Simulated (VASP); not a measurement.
# Zn2CdSeS2 (Cmc2_1) in VASP: relaxation of cell and atoms with PBE

Aim: the relaxation of cell and atoms of Zn2CdSeS2 with PBE.

Everything below comes from runs of VASP 6.6.1. Logs are shortened: lines on timing, memory, paths and dates and some standing lists are left out, and cuts for length are marked.

## (1) The structure

Symmetry: Cmc2_1, No. 36, orthorhombic system. The conventional cell has a = 11.590 Å, b = 6.690 Å, c = 6.310 Å, α = 90.00°, β = 90.00°, γ = 90.00°. Zn (site symmetry 1) has 3 S at 2.36 to 2.37 Å and 1 Se at 2.37 Å as nearest neighbours. Around Cd (site symmetry m) lie 2 Se at 2.37 Å and 2 S at 2.37 Å. Around Se (site symmetry m) lie 2 Cd at 2.37 Å and 2 Zn at 2.37 Å. S (site symmetry 1) is surrounded by 3 Zn at 2.36 to 2.37 Å and 1 Cd at 2.37 Å.

The cell was built by a generator and needn't be a form met in nature.

## (2) Relaxation of cell and atoms, PBE

Contents of INCAR:

```
SYSTEM = Zn2CdSeS2
  PREC = Normal
  ENCUT = 520
  EDIFF = 1E-4
  ISMEAR = 0
  SIGMA = 0.15
  LREAL = Auto
  LASPH = .TRUE.
  NELM = 60
  ALGO = Fast
  ISIF = 3
  LWAVE = .FALSE.
  LCHARG = .FALSE.
  GGA = PE
  IBRION = 2
  NSW = 24
  EDIFFG = -0.08
```

Contents of KPOINTS:

```
Automatic mesh
0
G
  3 3 2
  0 0 0
```

Contents of POSCAR:

```
Zn2CdSeS2
1.0
    5.7950000000     -3.3450000000      0.0000000000
    5.7950000000      3.3450000000      0.0000000000
    0.0000000000      0.0000000000      6.3100000000
Zn Cd Se S
4 2 2 4
Direct
    0.1666000000      0.5000000000      0.5000000000
    0.5000000000      0.8334000000      0.5000000000
    0.8334000000      0.5000000000      0.0000000000
    0.5000000000      0.1666000000      0.0000000000
    0.8333000000      0.1667000000      0.5000000000
    0.1667000000      0.8333000000      0.0000000000
    0.1667000000      0.8333000000      0.3750000000
    0.8333000000      0.1667000000      0.8750000000
    0.8334000000      0.5000000000      0.3750000000
    0.5000000000      0.1666000000      0.3750000000
    0.1666000000      0.5000000000      0.8750000000
    0.5000000000      0.8334000000      0.8750000000
```

Potentials or basis: VASP PAW PBE potentials, release 64 (Zn, Cd, Se, S).

Launch:

```
cat potpaw_PBE.64/Zn/POTCAR potpaw_PBE.64/Cd/POTCAR potpaw_PBE.64/Se/POTCAR potpaw_PBE.64/S/POTCAR > POTCAR
mpirun -np 1 vasp_std > vasp.out
```

OUTCAR:

```text
SYSTEM = Zn2CdSeS2
   PREC = Normal
   ENCUT = 520
   EDIFF = 1E-4
   ISMEAR = 0
   LREAL = Auto
   LASPH = .TRUE.
   NELM = 60
   ISIF = 3
   GGA = PE
   IBRION = 2
   NSW = 24
   EDIFFG = -0.08

 ion  position               nearest neighbor table
   1  0.167  0.500  0.500-   9 2.36  10 2.37   7 2.37  11 2.37
   2  0.500  0.833  0.500-  10 2.36   9 2.37   7 2.37  12 2.37
   3  0.833  0.500  0.000-  11 2.36  12 2.37   8 2.37   9 2.37
   4  0.500  0.167  0.000-  12 2.36  11 2.37   8 2.37  10 2.37
   5  0.833  0.167  0.500-   7 2.37   9 2.37  10 2.37   8 2.37
   6  0.167  0.833  0.000-   8 2.37  11 2.37  12 2.37   7 2.37
   7  0.167  0.833  0.375-   5 2.37   2 2.37   1 2.37   6 2.37
   8  0.833  0.167  0.875-   6 2.37   4 2.37   3 2.37   5 2.37
   9  0.833  0.500  0.375-   1 2.36   2 2.37   5 2.37   3 2.37
  10  0.500  0.167  0.375-   2 2.36   1 2.37   5 2.37   4 2.37
  11  0.167  0.500  0.875-   3 2.36   4 2.37   6 2.37   1 2.37
  12  0.500  0.833  0.875-   4 2.36   3 2.37   6 2.37   2 2.37

  LATTYP: Found a base centered orthorhombic cell.
 ALAT       =     6.6900000000
 B/A-ratio  =     1.7324364723
 C/A-ratio  =     0.9431988042

  Lattice vectors:

 A1 = (  -5.7950000000,  -3.3450000000,   0.0000000000)
 A2 = (   5.7950000000,  -3.3450000000,   0.0000000000)
 A3 = (   0.0000000000,   0.0000000000,   6.3100000000)

Analysis of symmetry for initial positions (statically):
=====================================================================
 Subroutine PRICEL returns:
 Original cell was already a primitive cell.

 Routine SETGRP: Setting up the symmetry group for a
 base centered orthorhombic supercell.

 Subroutine GETGRP returns: Found  4 space group operations
 (whereof  2 operations were pure point group operations)
 out of a pool of  8 trial point group operations.

The static configuration has the point symmetry C_1h.
 The point group associated with its full space group is C_2v.

Analysis of symmetry for dynamics (positions and initial velocities):
=====================================================================
 Subroutine PRICEL returns:
 Original cell was already a primitive cell.

 Routine SETGRP: Setting up the symmetry group for a
 base centered orthorhombic supercell.

 Subroutine GETGRP returns: Found  4 space group operations
 (whereof  2 operations were pure point group operations)
 out of a pool of  8 trial point group operations.

The dynamic configuration has the point symmetry C_1h.
 The point group associated with its full space group is C_2v.

 Subroutine INISYM returns: Found  4 space group operations
 (whereof  2 operations are pure point group operations),
 and found     1 'primitive' translations

----------------------------------------------------------------------------------------

                                     Primitive cell

  volume of cell :     244.6296

  direct lattice vectors                    reciprocal lattice vectors
     5.795000000 -3.345000000  0.000000000     0.086281277 -0.149476831  0.000000000
     5.795000000  3.345000000  0.000000000     0.086281277  0.149476831  0.000000000
     0.000000000  0.000000000  6.310000000     0.000000000  0.000000000  0.158478605

  length of vectors
     6.691117246  6.691117246  6.310000000     0.172591372  0.172591372  0.158478605

  position of ions in fractional coordinates (direct lattice)
     0.166600000  0.500000000  0.500000000
     0.500000000  0.833400000  0.500000000
     0.833400000  0.500000000  0.000000000
     0.500000000  0.166600000  0.000000000
     0.833300000  0.166700000  0.500000000
     0.166700000  0.833300000  0.000000000
     0.166700000  0.833300000  0.375000000
     0.833300000  0.166700000  0.875000000
     0.833400000  0.500000000  0.375000000
     0.500000000  0.166600000  0.375000000
     0.166600000  0.500000000  0.875000000
     0.500000000  0.833400000  0.875000000

  ion indices of the primitive-cell ions
   primitive index   ion index
                 1           1
                 2           2
                 3           3
                 4           4
                 5           5
                 6           6
                 7           7
                 8           8
                 9           9
                10          10
                11          11
                12          12

----------------------------------------------------------------------------------------

 KPOINTS: Automatic mesh

Automatic generation of k-mesh.
 Grid dimensions read from file:
 generate k-points for:    3    3    2

 Generating k-lattice:

  Cartesian coordinates                     Fractional coordinates (reciprocal lattice)
     0.028760426 -0.049825610  0.000000000     0.333333333  0.000000000  0.000000000
     0.028760426  0.049825610  0.000000000     0.000000000  0.333333333  0.000000000
     0.000000000  0.000000000  0.079239303     0.000000000  0.000000000  0.500000000

  Length of vectors
     0.057530457  0.057530457  0.079239303

  Shift w.r.t. Gamma in fractional coordinates (k-lattice)
     0.000000000  0.000000000  0.000000000

 Subroutine IBZKPT returns following result:
 ===========================================

 Found      8 irreducible k-points:

 Following reciprocal coordinates:
            Coordinates               Weight
  0.000000  0.000000  0.000000      1.000000
  0.333333  0.000000  0.000000      4.000000
  0.333333  0.333333  0.000000      2.000000
 -0.333333  0.333333  0.000000      2.000000
  0.000000  0.000000  0.500000      1.000000
  0.333333  0.000000  0.500000      4.000000
  0.333333  0.333333  0.500000      2.000000
 -0.333333  0.333333  0.500000      2.000000
   k-points           NKPTS =      8   k-points in BZ     NKDIM =      8   number of bands    NBANDS=     64
   number of dos      NEDOS =    301   number of ions     NIONS =     12
   total plane-waves  NPLWV =  57600
   dimension x,y,z NGX =    40 NGY =   40 NGZ =   36
   dimension x,y,z NGXF=    80 NGYF=   80 NGZF=   72
   ions per type =               4   2   2   4
   NGX,Y,Z   is equivalent  to a cutoff of   9.94,  9.94,  9.48 a.u.
   NGXF,Y,Z  is equivalent  to a cutoff of  19.88, 19.88, 18.97 a.u.
 SYSTEM =  Zn2CdSeS2
   PREC   = normal    normal or accurate (medium, high low for compatibility)
   ISTART =      0    job   : 0-new  1-cont  2-samecut
   ICHARG =      2    charge: 1-file 2-atom 10-const
   ISPIN  =      1    spin polarized calculation?
   LNONCOLLINEAR =      F non collinear calculations
   LSORBIT =      F    spin-orbit coupling
   LASPH  =      T    aspherical Exc in radial PAW
   ENCUT  =  520.0 eV  38.22 Ry    6.18 a.u.  12.44 12.44 11.73*2*pi/ulx,y,z
   NELM   =     60;   NELMIN=  2; NELMDL= -5     # of ELM steps
   EDIFF  = 0.1E-03   stopping-criterion for ELM
   LREAL  =      T    real-space projection
   EDIFFG = -.8E-01   stopping-criterion for IOM
   NSW    =     24    number of steps for IOM
   IBRION =      2    ionic relax: 0-MD 1-quasi-New 2-CG
   NFREE  =      1    steps in history (QN), initial steepest desc. (CG)
   ISIF   =      3    stress and relaxation
   ISYM   =      2    0-nonsym 1-usesym 2-fastsym
   POTIM  = 0.5000    time-step for ionic-motion
   TEBEG  =    0.0;   TEEND  =   0.0 temperature during run
   PSTRESS=    0.0 pullay stress
   NELECT =     108.0000    total number of electrons
   NUPDOWN=      -1.0000    fix difference up-down
   EMIN   =  10.00;   EMAX   =-10.00  energy-range for DOS
   EFERMI =   0.00;   METHOD = LEGACY
   ISMEAR =     0;   SIGMA  =   0.15  broadening in eV -4-tet -1-fermi 0-gaus
   EFERMI_NEDOS =   21; number of points for ismear=-14 and -15
   IALGO  =     68    algorithm
   IMIX   =      4    mixing-type and parameters
     AMIX     =   0.40;   BMIX     =  1.00
     AMIX_MAG =   1.60;   BMIX_MAG =  1.00
  volume/ion in A,a.u.               =      20.39       137.57
  Fermi-wavevector in a.u.,A,eV,Ry     =   1.246560  2.355656 21.142247  1.553911
  Thomas-Fermi vector in A             =   2.380732
   LORBIT       =      0    0 simple, 1 ext, 2 COOP (PROOUT), +10 PAW based schemes
   GGA     = PE    functional components
   LHFCALC =     F    Hartree Fock is set to
   AEXX    =    0.0000 exact exchange contribution
   IVDW    =     0    specifies the selected vdW correction
   LEPSILON=     F    determine dielectric tensor
   LRPA    =     F    only Hartree local field effects (RPA)
 conjugate gradient relaxation of ions
 non-spin polarized calculation
 RMM-DIIS sequential band-by-band and
 Gauss-broadening in eV      SIGMA  =   0.15
  energy-cutoff  :      520.00
  volume of cell :      244.63
 maximum number of plane-waves:      6606
   NGX = 25   NGY = 25   NGZ = 23

--------------------------------------- Ionic step        1  -------------------------------------------

 number of electron     107.9999889 magnetization

 Free energy of the ion-electron system (eV)
  ---------------------------------------------------
  ext. energy  EPLUGINS =         0.00000000
  ---------------------------------------------------
  free energy    TOTEN  =       -35.67586361 eV

  energy without entropy =      -35.67586361  energy(sigma->0) =      -35.67586361

------------------------ aborting loop because EDIFF is reached ----------------------------------------

  FORCE on cell =-STRESS in cart. coord.  units (eV):
  Direction    XX          YY          ZZ          XY          YZ          ZX
  --------------------------------------------------------------------------------------
  -------------------------------------------------------------------------------------
  Total       16.9771818     19.0569414     20.4243178      0.0000000      0.0000000      0.0000000
  in kB      111.1903926    124.8115750    133.7670730      0.0000000      0.0000000      0.0000000
  external PRESSURE =     123.2563469 kB  Pullay stress =       0.0000000 kB
[... 119 lines left out ...]
  FREE ENERGIE OF THE ION-ELECTRON SYSTEM (eV)
  ---------------------------------------------------
  free  energy   TOTEN  =       -37.6426255008 eV

  energy  without entropy=      -37.6426255007  energy(sigma->0) =      -37.64262550

[... ionic steps 4 to 9 ...]

--------------------------------------- Ionic step       10  -------------------------------------------

 number of electron     107.9999884 magnetization

------------------------ aborting loop because EDIFF is reached ----------------------------------------

  FORCE on cell =-STRESS in cart. coord.  units (eV):
  Direction    XX          YY          ZZ          XY          YZ          ZX
  --------------------------------------------------------------------------------------
  -------------------------------------------------------------------------------------
  Total       -0.1433780     -0.3939069     -1.0190277      0.0000000      0.0000000      0.0000000
  in kB       -0.8273818     -2.2730929     -5.8804363      0.0000000      0.0000000      0.0000000
  external PRESSURE =      -2.9936370 kB  Pullay stress =       0.0000000 kB
[... 77 lines left out ...]
  energy  without entropy=      -38.0729992242  energy(sigma->0) =      -38.07299922

--------------------------------------- Ionic step       12  -------------------------------------------

 number of electron     107.9999947 magnetization

 Free energy of the ion-electron system (eV)
  ---------------------------------------------------
  ext. energy  EPLUGINS =         0.00000000
  ---------------------------------------------------
  free energy    TOTEN  =       -38.07681638 eV

  energy without entropy =      -38.07681638  energy(sigma->0) =      -38.07681638

 E-fermi :   2.1199     XC(G=0):  -9.2299

 val. band max:        1.4426797222   @ k =   0.0000   0.0000   0.0000
 cond. band min:       2.8076771441   @ k =   0.0000   0.0000   0.0000
 fundamental gap:      1.3649974219
 Fermi energy:         2.1199302281

 k-point     1 :       0.0000    0.0000    0.0000
  band No.  band energies     occupation
      1     -11.3445      2.00000
      2     -10.6484      2.00000
      3     -10.5224      2.00000
      4     -10.5207      2.00000
      5     -10.4347      2.00000
      6     -10.4250      2.00000
[... 564 lines left out ...]
  FREE ENERGIE OF THE ION-ELECTRON SYSTEM (eV)
  ---------------------------------------------------
  free  energy   TOTEN  =       -38.0768163825 eV

  energy  without entropy=      -38.0768163825  energy(sigma->0) =      -38.07681638

 reached required accuracy - stopping structural energy minimisation
```

Wall time 6.7 min (1 thread of Intel Xeon Platinum 8488C (Sapphire Rapids), shared host); peak memory 0.29 GiB.

What came out:

* Free energy: -38.0768 eV
* Relaxed volume: 23.07 Å³/atom
* Relaxed cell: a = 6.998 Å, b = 6.998 Å, c = 6.548 Å, α = 90.00°, β = 90.00°, γ = 59.67°
* Space group after relaxing (to 0.05 Å): Cmc2_1 (No. 36)
* Energy gained by relaxing: 200.1 meV/atom
* Ionic steps: 12
* Pressure after relaxing: -0.2 GPa
* Largest force after relaxing: 0.027 eV/Å
* Band gap on the k mesh: 1.36 eV, direct

Forces in eV/Å, atoms in the order of the input:
```
Zn  -0.023 -0.014 -0.005
Zn   0.023 -0.014 -0.005
Zn   0.023  0.014 -0.005
Zn  -0.023  0.014 -0.005
Cd   0.000 -0.017  0.001
Cd   0.000  0.017  0.001
Se   0.000  0.020 -0.002
Se   0.000 -0.020 -0.002
S   -0.017 -0.006  0.005
S    0.017 -0.006  0.005
S    0.017  0.006  0.005
S   -0.017  0.006  0.005
```

Step by step:
```tsv
step	energy change (eV)	largest force (eV/Å)	pressure (GPa)	volume (Å³)
1	0.0000	2.6421	12.33	244.63
2	-1.7625	0.4545	-4.01	304.45
3	-1.9668	0.7179	-1.75	287.25
4	-1.9656	0.7413	-0.95	285.82
5	-2.1726	0.4964	-0.43	281.39
6	-2.3351	0.3382	0.59	275.29
7	-2.3564	0.3237	0.79	272.31
8	-2.3969	0.0883	0.26	277.08
9	-2.3961	0.0774	-0.44	278.31
10	-2.3971	0.0923	-0.30	277.64
11	-2.3971	0.0930	-0.19	277.49
12	-2.4010	0.0272	-0.16	276.85
```

Final structure:
```yaml
crystal:
  lattice:
    - [6.07076, -3.48197, 0.00000]
    - [6.07076, 3.48197, 0.00000]
    - [0.00000, 0.00000, 6.54848]
  atoms:
    - { symbol: Zn, position: [0.16563, 0.48292, 0.50470] }
    - { symbol: Zn, position: [0.51708, 0.83437, 0.50470] }
    - { symbol: Zn, position: [0.83437, 0.51708, 0.00470] }
    - { symbol: Zn, position: [0.48292, 0.16563, 0.00470] }
    - { symbol: Cd, position: [0.81656, 0.18345, 0.48722] }
    - { symbol: Cd, position: [0.18345, 0.81656, 0.98722] }
    - { symbol: Se, position: [0.19096, 0.80904, 0.39508] }
    - { symbol: Se, position: [0.80904, 0.19096, 0.89508] }
    - { symbol: S, position: [0.83469, 0.52436, 0.36665] }
    - { symbol: S, position: [0.47564, 0.16531, 0.36665] }
    - { symbol: S, position: [0.16531, 0.47564, 0.86665] }
    - { symbol: S, position: [0.52436, 0.83469, 0.86665] }
```

Levels at points of the mesh, in eV from the valence-band top:
| k point | band 52 | band 53 | band 54 | band 55 | band 56 | band 57 |
| --- | --- | --- | --- | --- | --- | --- |
| (0.00, 0.00, 0.00) | -0.15 | -0.06 | 0.00 | 1.36 | 2.50 | 4.36 |
| (0.00, 0.00, 0.50) | -0.48 | -0.43 | -0.43 | 2.92 | 2.92 | 3.99 |

Caveat: the k mesh is coarse (spacing up to 0.50 Å⁻¹), so the values aren't converged; the relaxation stopped at a loose force limit of 0.08 eV/Å, so its end isn't a converged minimum.
